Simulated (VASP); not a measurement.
Energy against volume of ZrO2 (fluorite). These are r2SCAN+rVV10, VASP's PBE PAW potentials (set 64) (plane waves; VASP) values and carry that method's errors. Settings: 520 eV cut-off, 8×8×8 Γ-centred mesh, Gaussian smearing of 0.050 eV, potentials Zr_sv O.

| V (Å³/atom) | E (eV/atom) |
|---|---|
| 10.284 | -15.07502 |
| 10.613 | -15.10281 |
| 10.941 | -15.11182 |
| 11.269 | -15.10465 |

### Question
Fit these four points and predict the energy of the run at 11.597 Å³/atom.

### Answer
A cubic in V^(−2/3), the third-order Birch-Murnaghan form, passes through the four points with V0 = 10.95 Å³/atom and B0 = 262 GPa, and gives -15.0834 eV/atom there. The run gave -15.0837 eV/atom, -0.3 meV/atom from the fit; all five points give B0 = 261 GPa.

The compound is ZrO2 in the fluorite structure, the high-temperature cubic form, which is unstable at 0 K; the monoclinic form is the stable one. It was relaxed first.
